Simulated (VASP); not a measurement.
**TlBr: energy against volume**

TlBr (CsCl type, Pm-3m, 33.110 Å³/atom and stress up to 0.08 GPa in the relaxed cell, cube axes along x, y and z) under an equal strain ε along all three axes. PBE in VASP (plane waves, PAW), 480 eV, 8×8×8 Γ-centred mesh, Gaussian smearing 0.05 eV; ions are relaxed, or left where forces stay under 0.02 eV/Å, within the symmetry of each cell.

Here V stands for volume and E for E less E0.

```
volume (Å³/atom)  E less E0 (meV/atom)  pressure (GPa)
----------------  --------------------  --------------
30.2187                              ?               ?
31.1629                           9.51            1.51
31.6423                           5.51            1.11
32.1267                           2.64            0.74
32.6159                           0.82            0.40
33.1101                           0.00            0.08
33.6092                           0.12           -0.21
34.1133                           1.12           -0.48
34.6225                           2.94           -0.72
35.1367                           5.53           -0.95
```

Problem. Fit E against V with the third-order Birch-Murnaghan form, a cubic in V^(-2/3), and predict the withheld value at V = 30.2187.

Solution. With u = V^(-2/3) - 0.0970, the rows have u = 0.0039814, 0.0029589, 0.0019515, 0.0009596, -0.0000176, -0.0009801, -0.0019284, -0.0028628, -0.0037835. Least squares gives E = 0.010 + 368.4·u + 494676·u² + 3058769·u³. Residuals (row less fit): -0.001, 0.000, 0.004, -0.002, -0.004, -0.001, 0.003, 0.002, -0.002; standard error 0.003 (degrees of freedom: 5). Its minimum lies at u = -0.0003737, so V0 = (0.0966263)^(-3/2) = 33.29. There d²E/du² = 982500 and d³E/du³ = 1.835e7, so B0 = (4/9) × 33.29^(-7/3) × 982500 × 0.160218 = 19.6 GPa (the last factor turns the table's units into GPa), and B0' = 4 + (2/3) × 0.0966263 × (1.835e7)/982500 = 5.2. B0' rests on the cubic coefficient alone and has a standard error of 0.1 from these residuals. At the withheld row, u = 0.0060741, so E = 0.010 + 368.4 × 0.0060741 + 494676 × 0.0060741² + 3058769 × 0.0060741³ = 21.184 meV/atom. The calculation gives 21.17 meV/atom, 0.014 meV/atom below the prediction (0.1 % of the range of E in the table). The row lies outside the fitted rows, so this is an extrapolation. The scatter of the fitted rows lies at the last printed digit.

The primitive cell can neither tilt nor turn polar against its symmetry, as such crystals can under strain. Spin-orbit coupling is left out, which can shift these values for the heavy elements here. Other structures, which can take over under pressure, weren't tried. The same form fitted to the pressure column gives B0' = 5.2; series where the two differ by over 0.4 aren't shown. Rows are the converged runs of the series near zero and its far end, less any whose ions stayed unrelaxed beside relaxed ones; series whose fitted rows scatter by over a few per cent of the range, as at a crossing or softening among them, aren't shown in this form.
